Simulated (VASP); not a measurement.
VASP runs on HgPd (space group P4/mmm) share one base input (LDA (Ceperley-Alder, Perdew-Zunger), plane waves, VASP's LDA PAW potentials (set 64)) and change the settings named in each case.

### POSCAR
```
HgPd
3.0260
  1.0000000000   0.0000000000   0.0000000000
  0.0000000000   1.0000000000   0.0000000000
  0.0000000000   0.0000000000   1.2233972241
Hg Pd
1 1
Cart
  0.0000000000   0.0000000000   0.0000000000
  0.5000000000   0.5000000000   0.6116986120
```

**KPOINTS**
```
Automatic mesh
0
Gamma
7 7 6
0 0 0
```

INCAR:
```
SYSTEM = HgPd
PREC = Accurate
ENCUT = 300
EDIFF = 1E-6
NELM = 100
ALGO = Normal
LREAL = .FALSE.
LASPH = .TRUE.
ISMEAR = -1
SIGMA = 0.1
LMAXMIX = 6
LWAVE = .FALSE.
LCHARG = .FALSE.
ISIF = 2
```

POTCAR, in this order: Hg Pd (LDA.64 set). Program: vasp_std.

| change | E(σ→0) (eV/atom) | pressure (GPa) | −TS (eV) |
|---|---|---|---|
| base run | -3.9791 | -3.60 | -0.0215 |
| GGA = PS, POTCAR Hg Pd (PBE.64 set) | -3.4958 | 0.58 | -0.0215 |
| GGA_COMPAT = .FALSE., LNONCOLLINEAR = .TRUE., LSORBIT = .TRUE., MAGMOM = 0.0 0.0 0.0 0.0 0.0 0.0, program vasp_ncl | -4.1567 | -4.31 | -0.0210 |
| KPOINTS 4×4×4 Γ-centred mesh | -3.9447 | -3.70 | -0.0440 |
 Energies of different potentials or functionals have different zeros.  Unless said otherwise, spin-orbit coupling is left out, though it shifts the bands of the heavy elements here. At 300 eV the pressure can carry a Pulay error.

Left out are runs that ran out of time, are held back, or changed the cell or the kind of run, fixed moments of cells without a moment, rows past the twelfth, gaps on odd meshes, pressures of charged cells and columns that move by less than the noise.

The structure comes from a measured HgPd entry of the Crystallography Open Database, whose conditions weren't checked. The cell was not relaxed at this level.
